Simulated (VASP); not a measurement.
**LuSb in VASP: how settings move the PBEsol relaxation**

The PBEsol relaxation of zincblende LuSb is repeated with altered inputs. Which of them can be trusted? This is a trial cell built on a prototype, not taken from a measured structure, and it needn't be the compound's ground state.

Program: VASP 6.6.1. PAW datasets, plane waves. Simulation only: spin-unpolarised, and no claim that this is the phase found in nature.

**1. The cell**

The cell comes from an earlier relaxation with PBE in another program.

Space group F-43m (No. 216), cubic; a = 6.845 Å in the conventional setting, 40.08 Å³ an atom. Lu has 4 Sb at 2.96 Å; Sb has 4 Lu at 2.96 Å.

The structure in full:

```
CELL_PARAMETERS angstrom
0.00000 3.42231 3.42231
3.42231 0.00000 3.42231
3.42231 3.42231 0.00000
ATOMIC_POSITIONS crystal
Lu 0.00000 0.00000 0.00000
Sb 0.25000 0.25000 0.25000
```

The PBEsol run on sound settings gave: energy (σ→0) -10.3209 eV, final volume 38.405 Å³/atom.

**2. Altered input 1**

INCAR

```
ENCUT = 600.000000
SIGMA = 0.020000
EDIFF = 1.00e-07
EDIFFG = -5.00e-03
PREC = Accurate
ISIF = 3
ISMEAR = -1
NBANDS = 14
NELM = 120
NSW = 40
LASPH = .TRUE.
LCHARG = .FALSE.
LWAVE = .FALSE.
LREAL = .FALSE.
GGA = RP
IBRION = 1
POTIM = 0.2
```

KPOINTS

```
KPOINTS created by Atomic Simulation Environment
0
Gamma
6 6 6
0 0 0
```

POSCAR

```
Lu Sb
 1.0000000000000000
     0.0000000000000000    3.4223054392095884    3.4223054392095884
     3.4223054392095880   -0.0000000000000000    3.4223054392095884
     3.4223054392095880    3.4223054392095884    0.0000000000000000
 Lu  Sb
   1   1
Cartesian
  0.0000000000000000  0.0000000000000000 -0.0000000000000000
  1.7111527196047938  1.7111527196047940  1.7111527196047940
```

Potentials: the recommended PBE PAW datasets, 14 valence electrons in the neutral cell.

Started as:

```sh
$ mpirun -np 1 vasp_std
```

**3. Altered input 2**

INCAR

```
ENCUT = 600.000000
SIGMA = 0.020000
EDIFF = 1.00e-07
EDIFFG = -5.00e-03
GGA = PS
PREC = Accurate
IBRION = 2
ISMEAR = -1
NBANDS = 14
NELM = 120
NSW = 40
LASPH = .TRUE.
LCHARG = .FALSE.
LWAVE = .FALSE.
LREAL = .FALSE.
NELMIN = 4
ISIF = 2
```

KPOINTS

```
KPOINTS created by Atomic Simulation Environment
0
Gamma
6 6 6
0 0 0
```

POSCAR

```
Lu Sb
 1.0000000000000000
     0.0000000000000000    3.4223054392095884    3.4223054392095884
     3.4223054392095880   -0.0000000000000000    3.4223054392095884
     3.4223054392095880    3.4223054392095884    0.0000000000000000
 Lu  Sb
   1   1
Cartesian
  0.0000000000000000  0.0000000000000000 -0.0000000000000000
  1.7111527196047938  1.7111527196047940  1.7111527196047940
```

**Question.** What will these runs give? Wanted: for each run, changed; ending; energy change; volume; electronic steps; usable.

The runs gave:

| run | changed | ending | energy change (meV/atom) | volume (Å³/atom) | electronic steps | time | usable |
| --- | --- | --- | --- | --- | --- | --- | --- |
| ref. | – | converged | 0 | 38.405 | – | – | yes |
| 1 | GGA = RP, IBRION = 1, POTIM = 0.2 | converged | – | 41.344 | 35 | 72 s | yes |
| 2 | NELMIN = 4, ISIF = 2 | converged | 9.0 | 40.083 | 14 | 30 s | yes |

Of 2 altered inputs, 2 gave usable results. «NELMIN = 4, ISIF = 2» moves the energy by 9.0 meV/atom.
